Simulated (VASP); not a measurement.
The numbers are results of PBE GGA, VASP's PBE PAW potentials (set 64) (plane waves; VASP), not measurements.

A VASP calculation is set up with these files.

KPOINTS:
```
Automatic mesh
0
Gamma
5 5 5
0 0 0
```

### INCAR
```
# general
SYSTEM   =  Ge
PREC     =  Accurate
ENCUT    =  300
LREAL    =  .FALSE.
LASPH    =  .TRUE.

# electronic loop
EDIFF    =  1E-6
NELM     =  100
ALGO     =  Normal
LMAXMIX  =  4

# smearing
ISMEAR   =  -1
SIGMA    =  0.01

# functional
GGA      =  PE

# ions
ISIF     =  2

# output
LWAVE    =  .FALSE.
LCHARG   =  .FALSE.
```

**POSCAR**
```
Ge
2.7940450
  0.0000000000   1.0000000000   1.0000000000
  1.0000000000   0.0000000000   1.0000000000
  1.0000000000   1.0000000000   0.0000000000
Ge
2
Cart
  0.0000000000   0.0000000000   0.0000000000
  0.5000000000   0.5000000000   0.5000000000
```

POTCAR, in this order: Ge_d (PBE.64 set). Program: vasp_std.

What VASP printed:

**OUTCAR**
```
 ion  position               nearest neighbor table
   1  0.000  0.000  0.000-   2 2.42   2 2.42   2 2.42   2 2.42
   2  0.250  0.250  0.250-   1 2.42   1 2.42   1 2.42   1 2.42
  LATTYP: Found a face centered cubic cell.
 ALAT       =     5.5880900000
 Subroutine PRICEL returns:
 Original cell was already a primitive cell.
 Subroutine GETGRP returns: Found 48 space group operations
The static configuration has the point symmetry T_d .
 The point group associated with its full space group is O_h .
The dynamic configuration has the point symmetry T_d .
 Subroutine INISYM returns: Found 48 space group operations
 Subroutine IBZKPT returns following result:
 Found     10 irreducible k-points:

 Following reciprocal coordinates:
            Coordinates               Weight
  0.000000  0.000000  0.000000      1.000000
  0.200000  0.000000  0.000000      8.000000
  0.400000  0.000000  0.000000      8.000000
  0.200000  0.200000  0.000000      6.000000
  0.400000  0.200000  0.000000     24.000000
 -0.400000  0.200000  0.000000     24.000000
 -0.200000  0.200000  0.000000     12.000000
  0.400000  0.400000  0.000000      6.000000
 -0.400000  0.400000  0.000000     12.000000
 -0.400000  0.400000  0.200000     24.000000
   k-points           NKPTS =     10   k-points in BZ     NKDIM =     10   number of bands    NBANDS=     18
   number of dos      NEDOS =    301   number of ions     NIONS =      2
   total plane-waves  NPLWV =  13824
   dimension x,y,z NGX =    24 NGY =   24 NGZ =   24
   dimension x,y,z NGXF=    48 NGYF=   48 NGZF=   48
   ions per type =               2
   PREC   = accura    normal or accurate (medium, high low for compatibility)
   ISTART =      0    job   : 0-new  1-cont  2-samecut
   ICHARG =      2    charge: 1-file 2-atom 10-const
   ISPIN  =      1    spin polarized calculation?
   LNONCOLLINEAR =      F non collinear calculations
   LSORBIT =      F    spin-orbit coupling
   INIWAV =      1    electr: 0-lowe 1-rand  2-diag
   ENCUT  =  300.0 eV  22.05 Ry    4.70 a.u.   5.58  5.58  5.58*2*pi/ulx,y,z
   NELM   =    100;   NELMIN=  2; NELMDL= -5     # of ELM steps
   EDIFF  = 0.1E-05   stopping-criterion for ELM
   LREAL  =      F    real-space projection
   NLSPLINE    = F    spline interpolate recip. space projectors
   LMAXMIX     =    4 max onsite mixed and CHGCAR
   VOSKOWN=      0    Vosko Wilk Nusair interpolation
   EDIFFG = 0.1E-04   stopping-criterion for IOM
   NSW    =      0    number of steps for IOM
   NBLOCK =      1;   KBLOCK =      1    inner block; outer block
   IBRION =     -1    ionic relax: 0-MD 1-quasi-New 2-CG
   NFREE  =      0    steps in history (QN), initial steepest desc. (CG)
   ISIF   =      2    stress and relaxation
   ISYM   =      2    0-nonsym 1-usesym 2-fastsym
   TEIN   =    0.0    initial temperature
   TEBEG  =    0.0;   TEEND  =   0.0 temperature during run
   SMASS  =  -3.00    Nose mass-parameter (am)
   PSTRESS=    0.0 pullay stress
   NELECT =      28.0000    total number of electrons
   EFERMI =   0.00;   METHOD = LEGACY
   ISMEAR =    -1;   SIGMA  =   0.01  broadening in eV -4-tet -1-fermi 0-gaus
   IALGO  =     38    algorithm
   LDIAG  =      T    sub-space diagonalisation (order eigenvalues)
   IMIX   =      4    mixing-type and parameters
     AMIX     =   0.40;   BMIX     =  1.00
     AMIX_MAG =   1.60;   BMIX_MAG =  1.00
     AMIN     =   0.10
   GGA     = PE    functional components
   VOSKOWN =     0    Vosko Wilk Nusair interpolation
   LHFCALC =     F    Hartree Fock is set to
   LHFONE  =     F    Hartree Fock one center treatment
   AEXX    =    0.0000 exact exchange contribution
   IVDW    =     0    specifies the selected vdW correction
   LEPSILON=     F    determine dielectric tensor
   LRPA    =     F    only Hartree local field effects (RPA)
...
```

File OSZICAR:
```
       N       E                     dE             d eps       ncg     rms          rms(c)
DAV:   1     0.132340762938E+03    0.13234E+03   -0.11835E+04   376   0.312E+03
DAV:   2     0.649578876080E+01   -0.12584E+03   -0.12370E+03   360   0.413E+02
DAV:   3    -0.855476494089E+01   -0.15051E+02   -0.14954E+02   406   0.120E+02
DAV:   4    -0.895004478114E+01   -0.39528E+00   -0.39482E+00   408   0.227E+01
DAV:   5    -0.895559841866E+01   -0.55536E-02   -0.55534E-02   412   0.261E+00    0.343E+00
DAV:   6    -0.888773161623E+01    0.67867E-01   -0.25088E-02   384   0.151E+00    0.205E+00
DAV:   7    -0.884940848759E+01    0.38323E-01   -0.70209E-02   406   0.234E+00    0.168E-01
DAV:   8    -0.885148088435E+01   -0.20724E-02   -0.72236E-03   394   0.112E+00    0.722E-02
DAV:   9    -0.885149266316E+01   -0.11779E-04   -0.26512E-04   458   0.289E-01    0.174E-02
DAV:  10    -0.885151220741E+01   -0.19544E-04   -0.65056E-05   408   0.119E-01    0.798E-03
DAV:  11    -0.885151386055E+01   -0.16531E-05   -0.74534E-06   446   0.498E-02    0.101E-03
DAV:  12    -0.885151407615E+01   -0.21560E-06   -0.22082E-07   210   0.590E-03
   1 F= -.88515141E+01 E0= -.88515141E+01  d E =-.164292E-09
```

### OUTCAR
```
------------------------ aborting loop because EDIFF is reached ----------------------------------------
  FORCE on cell =-STRESS in cart. coord.  units (eV):
  Direction    XX          YY          ZZ          XY          YZ          ZX
  --------------------------------------------------------------------------------------
  Total        1.3716283      1.3716283      1.3716283      0.0000000      0.0000000     -0.0000000
  in kB       50.3752053     50.3752053     50.3752053      0.0000000      0.0000000     -0.0000000
  external PRESSURE =      50.3752053 kB  Pullay stress =       0.0000000 kB
  volume of cell :       43.62
      direct lattice vectors                 reciprocal lattice vectors
     0.000000000  2.794045000  2.794045000    -0.178952021  0.178952021  0.178952021
     2.794045000  0.000000000  2.794045000     0.178952021 -0.178952021  0.178952021
     2.794045000  2.794045000  0.000000000     0.178952021  0.178952021 -0.178952021
 POSITION                                       TOTAL-FORCE (eV/Angst)
 -----------------------------------------------------------------------------------
      0.00000      0.00000      0.00000        -0.000000     -0.000000     -0.000000
      1.39702      1.39702      1.39702         0.000000      0.000000      0.000000
 -----------------------------------------------------------------------------------
    total drift:                               -0.000000      0.000000      0.000000
  FREE ENERGIE OF THE ION-ELECTRON SYSTEM (eV)
  ---------------------------------------------------
  free  energy   TOTEN  =        -8.8515140761 eV

  energy  without entropy=       -8.8515140760  energy(sigma->0) =       -8.85151408
```
(Selected blocks of OUTCAR.)

At this cut-off the stress carries a Pulay error, which pulls relaxed volumes low.

The structure is a typed Ge crystal (Fd-3m). The cell was not relaxed at this level, and its volume differs by -5.9 % from the start's.
